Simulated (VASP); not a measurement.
Here is the system:

```
La2O3
1.0
    1.96870    -3.40989     0.00000
    1.96870     3.40989     0.00000
    0.00000     0.00000     6.17007
La O
2 3
Direct
  0.33333   0.66667   0.24702
  0.66667   0.33333   0.75298
  0.00000   0.00000   0.00000
  0.33333   0.66667   0.64574
  0.66667   0.33333   0.35426
```

Computed with PW91 GGA, VASP's PBE PAW potentials (set 64) (plane waves; VASP). Run with 520 eV cut-off, 7×7×4 Γ-centred mesh, tetrahedra with Blöchl corrections, potentials La O.

The cores are frozen, which limits the accuracy of field gradients.

Question: Give the principal components of the electric field gradient (V/Å²) and the asymmetry η at each nucleus.

Answer: 
```json
[
 {"atom": "La1", "Vxx": "-55.7", "Vyy": "-55.7", "Vzz": "111.3", "η": "0.00"},
 {"atom": "La2", "Vxx": "-55.7", "Vyy": "-55.7", "Vzz": "111.3", "η": "0.00"},
 {"atom": "O3", "Vxx": "4.3", "Vyy": "4.3", "Vzz": "-8.7", "η": "0.00"},
 {"atom": "O4", "Vxx": "-4.2", "Vyy": "-4.2", "Vzz": "8.3", "η": "0.00"},
 {"atom": "O5", "Vxx": "-4.2", "Vyy": "-4.2", "Vzz": "8.3", "η": "0.00"}
]
```

The compound is La2O3 in the a-type structure. It was relaxed first.
